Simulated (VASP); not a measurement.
Level of theory: PBEsol GGA, VASP's PBE PAW potentials (set 64) (plane waves; VASP).

Input for VASP

File KPOINTS:
```
Automatic mesh
0
G
 16 16 9
0 0 0
```

### INCAR
```
LMAXMIX=4
SIGMA=0.1   ! width (eV)
PSTRESS=450   ! kbar
SYSTEM=Tc
ENCUT=500
IBRION=2
ISMEAR=1   ! Methfessel-Paxton
LREAL=.False.
GGA=PS   ! PBEsol
ISIF=3
EDIFF=1E-6   ! SCF stop (eV)
NSW=40
NELM=100   ! most electronic steps
LWAVE=.False.
ALGO=Normal   ! blocked Davidson
LCHARG=.False.
EDIFFG=-0.02   ! ionic stop
PREC=Accurate
LASPH=.True.   ! aspherical one-centre terms
```

File POSCAR:
```
Tc
1
    1.3266940805    -2.2979019978     0.0000000000
    1.3266940805     2.2979019978     0.0000000000
    0.0000000000     0.0000000000     4.2438669984
Tc
2
Direct
  0.3333330000   0.6666670000   0.2500000000
  0.6666670000   0.3333330000   0.7500000000
```

POTCAR, in this order: Tc_pv (PBE.64 set). Program: vasp_std.

Output of the run:

File OSZICAR:
```
       N       E                     dE             d eps       ncg     rms          rms(c)
DAV:   1     0.307807255224E+03    0.30781E+03   -0.16604E+04  5116   0.160E+03
DAV:   2    -0.161928867528E+02   -0.32400E+03   -0.32076E+03  5687   0.459E+02
DAV:   3    -0.238131244801E+02   -0.76202E+01   -0.74861E+01  5871   0.822E+01
DAV:   4    -0.238788624660E+02   -0.65738E-01   -0.65552E-01  5587   0.764E+00
DAV:   5    -0.238795960313E+02   -0.73357E-03   -0.73342E-03  5674   0.692E-01    0.298E+01
DAV:   6    -0.225532189842E+02    0.13264E+01   -0.27957E+00  5390   0.172E+01    0.106E+01
DAV:   7    -0.223533370250E+02    0.19988E+00   -0.70302E-01  5675   0.786E+00    0.111E+00
DAV:   8    -0.223410846676E+02    0.12252E-01   -0.18368E-02  5222   0.155E+00    0.250E-01
DAV:   9    -0.223411839193E+02   -0.99252E-04   -0.31879E-04  5792   0.156E-01    0.276E-02
DAV:  10    -0.223411823707E+02    0.15486E-05   -0.15096E-05  5277   0.371E-02    0.620E-03
DAV:  11    -0.223411825961E+02   -0.22545E-06   -0.31169E-07  2769   0.606E-03
   1 F= -.15073499E+02 E0= -.15073228E+02  d E =-.150735E+02
       N       E                     dE             d eps       ncg     rms          rms(c)
DAV:   1    -0.297837921356E+02   -0.74426E+01   -0.28233E+02  5138   0.197E+02    0.494E+01
DAV:   2    -0.208480891242E+02    0.89357E+01   -0.20467E+01  5124   0.563E+01    0.738E+00
DAV:   3    -0.199887804832E+02    0.85931E+00   -0.40200E+00  5538   0.219E+01    0.740E+00
DAV:   4    -0.201539743437E+02   -0.16519E+00   -0.23472E-01  5374   0.441E+00    0.972E-01
DAV:   5    -0.201702482118E+02   -0.16274E-01   -0.35621E-02  5433   0.183E+00    0.131E-01
DAV:   6    -0.201711310973E+02   -0.88289E-03   -0.72498E-04  5142   0.235E-01    0.214E-02
DAV:   7    -0.201711248828E+02    0.62146E-05   -0.21673E-05  5586   0.466E-02    0.566E-03
DAV:   8    -0.201711243055E+02    0.57726E-06   -0.26709E-06  4642   0.150E-02
   2 F= -.14109614E+02 E0= -.14109243E+02  d E =0.963886E+00
       N       E                     dE             d eps       ncg     rms          rms(c)
DAV:   1    -0.290464120241E+02   -0.88753E+01   -0.23407E+02  5257   0.208E+02    0.294E+01
DAV:   2    -0.224656299105E+02    0.65808E+01   -0.17464E+01  5259   0.450E+01    0.720E+00
DAV:   3    -0.220502469071E+02    0.41538E+00   -0.32042E+00  5349   0.179E+01    0.336E+00
DAV:   4    -0.220978512357E+02   -0.47604E-01   -0.32576E-02  5129   0.178E+00    0.200E+00
DAV:   5    -0.221708634793E+02   -0.73012E-01   -0.59817E-02  5431   0.197E+00    0.242E-01
DAV:   6    -0.221721213950E+02   -0.12579E-02   -0.10779E-03  5438   0.246E-01    0.216E-01
DAV:   7    -0.221721036788E+02    0.17716E-04   -0.50556E-05  5729   0.745E-02    0.336E-02
DAV:   8    -0.221721061086E+02   -0.24298E-05   -0.68509E-06  5203   0.245E-02    0.316E-03
DAV:   9    -0.221721057874E+02    0.32118E-06   -0.12115E-07  2564   0.353E-03
   3 F= -.15111610E+02 E0= -.15111254E+02  d E =-.381105E-01
       N       E                     dE             d eps       ncg     rms          rms(c)
DAV:   1    -0.221598271500E+02    0.12279E-01   -0.35947E-02  5237   0.237E+00    0.436E-01
DAV:   2    -0.221586841729E+02    0.11430E-02   -0.29895E-03  5243   0.604E-01    0.661E-02
DAV:   3    -0.221586197009E+02    0.64472E-04   -0.43260E-04  5491   0.209E-01    0.580E-02
DAV:   4    -0.221586457243E+02   -0.26023E-04   -0.20821E-05  5171   0.386E-02    0.612E-03
DAV:   5    -0.221586464185E+02   -0.69422E-06   -0.39442E-06  5136   0.197E-02
   4 F= -.15111814E+02 E0= -.15111458E+02  d E =-.383142E-01
       N       E                     dE             d eps       ncg     rms          rms(c)
DAV:   1    -0.221543988460E+02    0.42469E-02   -0.37414E-03  5228   0.765E-01    0.140E-01
DAV:   2    -0.221542806763E+02    0.11817E-03   -0.30628E-04  5234   0.193E-01    0.215E-02
DAV:   3    -0.221542742343E+02    0.64420E-05   -0.44801E-05  5491   0.674E-02    0.185E-02
DAV:   4    -0.221542776552E+02   -0.34210E-05   -0.20983E-06  4298   0.123E-02    0.212E-03
DAV:   5    -0.221542777250E+02   -0.69814E-07   -0.41670E-07  2550   0.660E-03
   5 F= -.15111816E+02 E0= -.15111460E+02  d E =-.383162E-01
```

**OUTCAR**
```
------------------------ aborting loop because EDIFF is reached ----------------------------------------
  FORCE on cell =-STRESS in cart. coord.  units (eV):
  Direction    XX          YY          ZZ          XY          YZ          ZX
  --------------------------------------------------------------------------------------
  Total        7.0678339      7.0678368      7.0532092      0.0000000      0.0000000      0.0000000
  in kB      451.6212130    451.6213950    450.6867187      0.0000000      0.0000000      0.0000000
  external PRESSURE =       1.3097756 kB  Pullay stress =     450.0000000 kB
  volume of cell :       25.07
      direct lattice vectors                 reciprocal lattice vectors
     1.312864583 -2.273948620  0.000000000     0.380846590 -0.219881837  0.000000000
     1.312864583  2.273948620 -0.000000000     0.380846590  0.219881837  0.000000000
     0.000000000  0.000000000  4.199446082     0.000000000  0.000000000  0.238126644
 POSITION                                       TOTAL-FORCE (eV/Angst)
 -----------------------------------------------------------------------------------
      1.31286      0.75798      1.04986         0.000000     -0.000000      0.000000
      1.31286     -0.75798      3.14958         0.000000      0.000000      0.000000
 -----------------------------------------------------------------------------------
    total drift:                               -0.000000      0.000558     -0.000042
  FREE ENERGIE OF THE ION-ELECTRON SYSTEM (eV)
  ---------------------------------------------------
  free  energy   TOTEN  =       -22.1542777250 eV

  energy  without entropy=      -22.1532121222  energy(sigma->0) =      -22.15392252
  enthalpy is  TOTEN    =       -15.1118156538 eV   P V=        7.0424620713

 reached required accuracy - stopping structural energy minimisation
```
(Selected blocks of OUTCAR.)

### CONTCAR
```
Tc
   1.00000000000000
     1.3128645831470411   -2.2739486195479555    0.0000000000000000
     1.3128645831470411    2.2739486195479555   -0.0000000000000000
     0.0000000000000000    0.0000000000000000    4.1994460815576922
  Tc
     2
Direct
     0.3333330000000032    0.6666669999999968    0.2500000000000000
     0.6666669999999968    0.3333330000000032    0.7500000000000000
```

Energy and stress use the plane-wave basis of the starting cell.

The compound is Tc in the hcp structure. This run relaxes it under an external pressure of 45 GPa. Symmetry was kept, so distortions that lower it aren't found.
